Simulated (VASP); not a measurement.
Input for VASP

**INCAR**
```
SYSTEM = Dy
PREC = Accurate
ENCUT = 400
EDIFF = 1E-6
NELM = 100
ALGO = Normal
LREAL = .FALSE.
LASPH = .TRUE.
ISMEAR = 1
SIGMA = 0.1
GGA = PE
LMAXMIX = 6
LWAVE = .FALSE.
LCHARG = .FALSE.
ISIF = 2
ICHARG = 11
```

KPOINTS:
```
Automatic mesh
0
Gamma
9 9 5
0 0 0
```

**POSCAR**
```
Dy
1
    1.7950000000    -3.1090310000     0.0000000000
    1.7950000000     3.1090310000     0.0000000000
    0.0000000000     0.0000000000     5.6500000000
Dy
2
Direct
  0.3333330000   0.6666670000   0.2500000000
  0.6666670000   0.3333330000   0.7500000000
```

POTCAR, in this order: Dy_3 (PBE.64 set). Program: vasp_std.

Output

File standard output:
```
 POSCAR found type information on POSCAR Dy
 POSCAR found :  1 types and       2 ions
 Reading from existing POTCAR
 Reading from existing POTCAR
 LDA part: xc-table for (Slater+PW92), standard interpolation
 WARNING: stress and forces are not correct
 POSCAR, INCAR and KPOINTS ok, starting setup
 WAVECAR not read
 WARNING: CHGCAR is incomplete

 -----------------------------------------------------------------------------
|                                                                             |
|     EEEEEEE  RRRRRR   RRRRRR   OOOOOOO  RRRRRR      ###     ###     ###     |
|     E        R     R  R     R  O     O  R     R     ###     ###     ###     |
|     E        R     R  R     R  O     O  R     R     ###     ###     ###     |
|     EEEEE    RRRRRR   RRRRRR   O     O  RRRRRR       #       #       #      |
|     E        R   R    R   R    O     O  R   R                               |
|     E        R    R   R    R   O     O  R    R      ###     ###     ###     |
|     EEEEEEE  R     R  R     R  OOOOOOO  R     R     ###     ###     ###     |
|                                                                             |
|     ICHARG>10                                                               |
|                                                                             |
|       ---->  I REFUSE TO CONTINUE WITH THIS SICK JOB ... BYE!!! <----       |
|                                                                             |
 -----------------------------------------------------------------------------
```

Question: From input and log, find the fault in this run and mend it.

Answer: The cause: ICHARG = 11 asks for a fixed density, but there is no CHGCAR. VASP stops with an error: ERROR: charge density could not be read from file CHGCAR for ICHARG>10 ----> I REFUSE TO CONTINUE WITH THIS SICK JOB ... BYE!!! <---- To mend it, run self-consistently first and keep its CHGCAR, or remove ICHARG. The plain static run on this cell (PBE GGA, plane waves, VASP's PBE PAW potentials (set 64)) converges, and its OSZICAR ends with
```
   1 F= -.90676329E+01 E0= -.90686603E+01  d E =0.308210E-02
```

The compound is Dy in the hcp structure. The cell was not relaxed at this level. The 4f electrons are frozen in the core of the lanthanide potential, so 4f levels, which can set the real gap, and their magnetism are missing.
